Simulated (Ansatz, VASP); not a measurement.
## One calculation of AlGa3Sb2, two programs

```xyz
6
Lattice="4.8566 0.0000 0.0000 -2.4283 4.2059 0.0000 0.0000 0.0000 10.5451" Properties=species:S:1:pos:R:3 pbc="T T T"
Al    0.0000    0.0000    0.0000
Ga    0.0000    2.8040    5.2726
Ga    2.4283    1.4020    5.2726
Ga    0.0000    0.0000    5.2726
Sb    0.0000    0.0000    8.0115
Sb    0.0000    0.0000    2.5336
```

Alike in both runs: functional PBE; k mesh 6 × 6 × 2; occupations gaussian, width 0.1 eV; no spin polarisation.

Ansatz relaxed the structure, and its values are those at the end. VASP's run is a single point on that final structure, the one shown.

|  | VASP | Ansatz |
| --- | --- | --- |
| version | VASP 6.6.1 | Ansatz 0.2.0 |
| potentials or method | VASP PAW PBE potentials, release 64 (Al, Ga_d, Sb) | scalar-relativistic, plane waves, PAW |
| plane-wave cutoff (eV) | 520 | 420 |
| valence electrons in the cell | 52 | 72 |

Ansatz gave:

```
gap on the k mesh at the Fermi level (eV) : none
pressure (GPa)                            : -0.1
rms of the force components (eV/Å)        : 0.010
```

Task: Estimate VASP's values.

Result: gap on the k mesh at the Fermi level (eV): none; pressure (GPa): -0.1; rms of the force components (eV/Å): 0.021.

A gap of «none» marks a metal or a gap that the smearing closes. The functional is the same, so the differences come from potentials, cutoffs and numerics. The two sets of potentials don't hold the same shells in valence.

The runs have no spin-orbit coupling, so splittings on Sb are missing.
